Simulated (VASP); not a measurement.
Output of a VASP run:

**OSZICAR**
```
       N       E                     dE             d eps       ncg     rms          rms(c)
DAV:   1     0.709756251818E+02    0.70976E+02   -0.85683E+03   910   0.155E+03
DAV:   2    -0.168732909853E+02   -0.87849E+02   -0.84140E+02   940   0.274E+02
DAV:   3    -0.229051594226E+02   -0.60319E+01   -0.60003E+01  1175   0.739E+01
DAV:   4    -0.229754076478E+02   -0.70248E-01   -0.70224E-01   990   0.832E+00
DAV:   5    -0.229763090279E+02   -0.90138E-03   -0.90136E-03  1120   0.982E-01    0.975E+00
DAV:   6    -0.124130449375E+02    0.10563E+02   -0.85948E+00   925   0.102E+02    0.711E+00
DAV:   7    -0.130198580176E+02   -0.60681E+00   -0.20789E+00   910   0.281E+01    0.437E+00
DAV:   8    -0.129918032225E+02    0.28055E-01   -0.40843E-01   920   0.162E+01    0.164E+00
DAV:   9    -0.132518809226E+02   -0.26008E+00   -0.32314E-01   910   0.954E+00    0.295E-01
DAV:  10    -0.130181477922E+02    0.23373E+00   -0.24787E-01   910   0.540E+00    0.243E-01
DAV:  11    -0.130195148138E+02   -0.13670E-02   -0.78784E-03  1040   0.105E+00    0.151E-01
DAV:  12    -0.130200067369E+02   -0.49192E-03   -0.22054E-04  1035   0.163E-01    0.136E-01
DAV:  13    -0.130209755168E+02   -0.96878E-03   -0.16666E-03   960   0.757E-01    0.124E-01
DAV:  14    -0.130214591475E+02   -0.48363E-03   -0.46923E-04   915   0.430E-01    0.102E-01
DAV:  15    -0.130215267133E+02   -0.67566E-04   -0.65892E-05   950   0.129E-01    0.501E-02
DAV:  16    -0.130215964013E+02   -0.69688E-04   -0.20986E-05   940   0.611E-02    0.204E-02
DAV:  17    -0.130215945913E+02    0.18100E-05   -0.24210E-05   940   0.737E-02    0.170E-02
DAV:  18    -0.130216379866E+02   -0.43395E-04   -0.18799E-05   910   0.639E-02    0.101E-02
DAV:  19    -0.130216266765E+02    0.11310E-04   -0.81811E-06   935   0.612E-02    0.839E-03
DAV:  20    -0.130216330232E+02   -0.63467E-05   -0.37427E-06   910   0.270E-02    0.310E-03
DAV:  21    -0.130216336036E+02   -0.58031E-06   -0.40691E-07  1015   0.938E-03    0.262E-03
DAV:  22    -0.130216310600E+02    0.25435E-05   -0.80773E-08   665   0.391E-03    0.222E-03
DAV:  23    -0.130216299293E+02    0.11307E-05   -0.22453E-08   475   0.227E-03    0.482E-04
DAV:  24    -0.130216297888E+02    0.14053E-06   -0.89646E-09   470   0.199E-03    0.304E-04
DAV:  25    -0.130216297486E+02    0.40266E-07   -0.14321E-09   470   0.380E-04
   1 F= -.13021630E+02 E0= -.13021630E+02  d E =-.742072E-13
```

File OUTCAR:
```
------------------------ aborting loop because EDIFF is reached ----------------------------------------
  FORCE on cell =-STRESS in cart. coord.  units (eV):
  Direction    XX          YY          ZZ          XY          YZ          ZX
  --------------------------------------------------------------------------------------
  Total        0.5232173      0.5232173      0.5232173     -0.0000000      0.0000000     -0.0000000
  in kB       22.0603765     22.0603765     22.0603765     -0.0000000      0.0000000     -0.0000000
  external PRESSURE =      22.0603765 kB  Pullay stress =       0.0000000 kB
  volume of cell :       38.00
      direct lattice vectors                 reciprocal lattice vectors
     0.000000000  2.668393752  2.668393752    -0.187378643  0.187378643  0.187378643
     2.668393752  0.000000000  2.668393752     0.187378643 -0.187378643  0.187378643
     2.668393752  2.668393752  0.000000000     0.187378643  0.187378643 -0.187378643
  FREE ENERGIE OF THE ION-ELECTRON SYSTEM (eV)
  ---------------------------------------------------
  free  energy   TOTEN  =       -13.0216297486 eV

  energy  without entropy=      -13.0216297486  energy(sigma->0) =      -13.02162975
```
(Selected blocks of OUTCAR.)

**POSCAR**
```
ZnS
1
    0.0000000000     2.6683937521     2.6683937521
    2.6683937521     0.0000000000     2.6683937521
    2.6683937521     2.6683937521     0.0000000000
Zn S
1 1
Direct
  1.0000000000   0.0000000000   0.0000000000
  0.2500000000   0.2500000000   0.2500000000
```

Task: Reconstruct the remaining input files.

Result: One answer among several that fit: the input of the run itself, MS2 meta-GGA, plane waves, VASP's PBE PAW potentials (set 64).

### INCAR
```
ALGO=Normal
EDIFF=1E-7
ENCUT=520
ISIF=2
ISMEAR=0
LASPH=.True.
LCHARG=.False.
LMAXMIX=4
LMIXTAU=.True.
LREAL=.False.
LWAVE=.False.
METAGGA=MS2
NELM=100
PREC=Accurate
SIGMA=0.05
SYSTEM=ZnS
```

File KPOINTS:
```
Automatic
0
G
9 9 9
```

POTCAR, in this order: Zn S (PBE.64 set). Program: vasp_std.

The compound is ZnS in the zinc blende structure. This cell is one point of a volume scan, at 0.97 of the reference volume.
